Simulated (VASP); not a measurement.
Runs of VASP 6.6.1 on Br2Si. The cell holds a molecule in a box, 3 atoms: a = 11.000 Å, b = 13.000 Å, c = 11.000 Å, α = 90.00°, β = 90.00°, γ = 90.00°. 

```tsv
task	level	grid for exact exchange (PRECFOCK)	exchange at q = 0	gap on the mesh (eV)	largest force (eV/Å)
single point	BLYP+D4	-	-	2.74	(b)
single point	SCAN+D4	-	-	(a)	0.09
single point	r2SCAN0	Normal	truncated	4.66	0.26
electron localisation function	PBE	-	-	2.72	0.26
atomic charges	PBE+TS	-	-	2.72	0.27
```

Alike in all rows: potentials or basis VASP PAW PBE potentials, release 64 (Br, Si); no spin polarisation; cell as given; k mesh 1 × 1 × 1; cutoff (eV) 520; smearing gaussian 0.01 eV.

Task: Estimate the missing entries.

Result: (a) 2.98; (b) 0.61.

Caveats: the PAW data sets were made with another functional, which shifts forces and pressure a little (some runs).

A k mesh can miss the band edges, and the runs leave out spin-orbit coupling on Br.

Not every run made on this cell is shown here.
